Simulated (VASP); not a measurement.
OSZICAR of a VASP run on MgI₂ (1T layered):

File OSZICAR:
```
       N       E                     dE             d eps       ncg     rms          rms(c)
DAV:   1     0.805732180573E+02    0.80573E+02   -0.60155E+03   408   0.105E+03
DAV:   2    -0.189969131271E+01   -0.82473E+02   -0.77366E+02   584   0.154E+02
DAV:   3    -0.770930119511E+01   -0.58096E+01   -0.57910E+01   516   0.482E+01
DAV:   4    -0.781504945125E+01   -0.10575E+00   -0.10571E+00   524   0.808E+00
DAV:   5    -0.781690719626E+01   -0.18577E-02   -0.18577E-02   504   0.107E+00    0.417E+00
DAV:   6    -0.770039861227E+01    0.11651E+00   -0.13902E-01   456   0.207E+00    0.285E+00
DAV:   7    -0.767872443400E+01    0.21674E-01   -0.14062E-01   468   0.214E+00    0.700E-01
DAV:   8    -0.767683426285E+01    0.18902E-02   -0.97435E-03   448   0.601E-01    0.234E-01
DAV:   9    -0.767698435324E+01   -0.15009E-03   -0.88356E-04   504   0.217E-01    0.955E-02
DAV:  10    -0.767697128493E+01    0.13068E-04   -0.31144E-05   488   0.477E-02    0.369E-02
DAV:  11    -0.767697959460E+01   -0.83097E-05   -0.20298E-05   448   0.341E-02    0.319E-02
DAV:  12    -0.767697994117E+01   -0.34657E-06   -0.14968E-06   516   0.718E-03    0.100E-02
DAV:  13    -0.767697991186E+01    0.29314E-07   -0.16909E-08   324   0.118E-03
   1 F= -.83366750E+01 E0= -.83366750E+01  d E =-.833667E+01
       N       E                     dE             d eps       ncg     rms          rms(c)
DAV:   1    -0.767778684555E+01   -0.80690E-03   -0.68389E-02   412   0.155E+00    0.119E-01
DAV:   2    -0.767802334314E+01   -0.23650E-03   -0.26787E-03   480   0.362E-01    0.445E-02
DAV:   3    -0.767801766302E+01    0.56801E-05   -0.30635E-05   480   0.508E-02    0.343E-02
DAV:   4    -0.767801407467E+01    0.35884E-05   -0.85058E-06   452   0.201E-02    0.158E-02
DAV:   5    -0.767801349269E+01    0.58198E-06   -0.14602E-06   484   0.777E-03    0.171E-03
DAV:   6    -0.767801332024E+01    0.17245E-06   -0.42807E-08   308   0.187E-03    0.972E-04
DAV:   7    -0.767801324588E+01    0.74359E-07   -0.12795E-08   236   0.104E-03
   2 F= -.83382964E+01 E0= -.83382964E+01  d E =-.162139E-02
       N       E                     dE             d eps       ncg     rms          rms(c)
DAV:   1    -0.767605264887E+01    0.19607E-02   -0.61454E-01   412   0.463E+00    0.352E-01
DAV:   2    -0.767818476265E+01   -0.21321E-02   -0.24114E-02   476   0.108E+00    0.135E-01
DAV:   3    -0.767813593786E+01    0.48825E-04   -0.27381E-04   472   0.152E-01    0.104E-01
DAV:   4    -0.767811113265E+01    0.24805E-04   -0.77489E-05   452   0.605E-02    0.481E-02
DAV:   5    -0.767811039143E+01    0.74122E-06   -0.12928E-05   476   0.233E-02    0.545E-03
DAV:   6    -0.767810989955E+01    0.49188E-06   -0.55547E-07   468   0.615E-03    0.291E-03
DAV:   7    -0.767810965341E+01    0.24614E-06   -0.14981E-07   292   0.325E-03    0.942E-04
DAV:   8    -0.767810964794E+01    0.54753E-08   -0.36402E-08   228   0.151E-03
   3 F= -.83398680E+01 E0= -.83398680E+01  d E =-.319298E-02
       N       E                     dE             d eps       ncg     rms          rms(c)
DAV:   1    -0.767835071202E+01   -0.24106E-03   -0.19395E-02   412   0.824E-01    0.626E-02
DAV:   2    -0.767841787969E+01   -0.67168E-04   -0.75458E-04   476   0.192E-01    0.239E-02
DAV:   3    -0.767841681174E+01    0.10680E-05   -0.85698E-06   468   0.269E-02    0.185E-02
DAV:   4    -0.767841680568E+01    0.60578E-08   -0.23479E-06   460   0.106E-02    0.866E-03
DAV:   5    -0.767841722350E+01   -0.41782E-06   -0.41975E-07   460   0.416E-03    0.869E-04
DAV:   6    -0.767841731281E+01   -0.89307E-07   -0.10991E-08   240   0.963E-04
   4 F= -.83399449E+01 E0= -.83399449E+01  d E =-.326987E-02
       N       E                     dE             d eps       ncg     rms          rms(c)
DAV:   1    -0.767921016051E+01   -0.79294E-03   -0.35662E-02   424   0.103E+00    0.119E-01
DAV:   2    -0.767888578543E+01    0.32438E-03   -0.90406E-04   484   0.226E-01    0.550E-02
DAV:   3    -0.767871113912E+01    0.17465E-03   -0.19753E-04   488   0.899E-02    0.266E-02
DAV:   4    -0.767868686456E+01    0.24275E-04   -0.90579E-05   504   0.574E-02    0.621E-03
DAV:   5    -0.767868820542E+01   -0.13409E-05   -0.62761E-06   452   0.154E-02    0.530E-03
DAV:   6    -0.767868833748E+01   -0.13207E-06   -0.29369E-07   432   0.393E-03    0.293E-03
DAV:   7    -0.767868847975E+01   -0.14227E-06   -0.22714E-07   436   0.359E-03    0.420E-04
DAV:   8    -0.767868847784E+01    0.19073E-08   -0.70085E-09   224   0.676E-04
   5 F= -.83402816E+01 E0= -.83402816E+01  d E =-.336694E-03
       N       E                     dE             d eps       ncg     rms          rms(c)
DAV:   1    -0.767926259509E+01   -0.57412E-03   -0.34219E-02   424   0.101E+00    0.116E-01
DAV:   2    -0.767895349410E+01    0.30910E-03   -0.86695E-04   484   0.222E-01    0.538E-02
DAV:   3    -0.767878690571E+01    0.16659E-03   -0.18840E-04   488   0.878E-02    0.260E-02
DAV:   4    -0.767876383042E+01    0.23075E-04   -0.86285E-05   504   0.560E-02    0.606E-03
DAV:   5    -0.767876510211E+01   -0.12717E-05   -0.59789E-06   448   0.150E-02    0.517E-03
DAV:   6    -0.767876522922E+01   -0.12711E-06   -0.28130E-07   432   0.385E-03    0.284E-03
DAV:   7    -0.767876536253E+01   -0.13330E-06   -0.21299E-07   420   0.349E-03    0.411E-04
DAV:   8    -0.767876536088E+01    0.16423E-08   -0.74700E-09   224   0.704E-04
   6 F= -.83403942E+01 E0= -.83403942E+01  d E =-.449333E-03
```

Problem. Which electronic solver shows in the log?

Solution. It is blocked Davidson (ALGO = Normal, or the opening steps of other solvers). The INCAR had ALGO = Normal.

Problem. Can the final energy be trusted as converged?

Solution. The run converged. It stopped with EDIFF = 1E-7, NELM = 100, NSW = 30 and EDIFFG = -0.01 after 6 ionic steps (PBE GGA with D3 dispersion (zero damping), plane waves, VASP's PBE PAW potentials (set 64)).

The compound is MgI2 in the 1T layered structure. This cell is one point of a volume scan, at 0.97 of the reference volume. Symmetry was kept, so distortions that lower it aren't found.
